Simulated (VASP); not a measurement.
Take AlN (wurtzite), without spin-orbit terms, in VASP with PAW potentials, and its band gap.

Question: One run gives 4.92 eV. Which level is it?
A. revTPSS (own cell)
B. AM05 (own cell)
C. LDA (own cell)
D. r2SCAN+rVV10 (own cell)

Answer: D, r2SCAN+rVV10 (own cell).  The others give 4.40 (LDA (own cell)), 4.18 (AM05 (own cell)), 4.11 (revTPSS (own cell)).

Only levels that ran to the end are used. Left out are those held back, those with too coarse a band path, GW runs whose mesh misses a band edge, hybrids' fits of cells that aren't cubic and levels without matching references; a question may draw on a part of the rest.

The compound is AlN in the wurtzite structure.
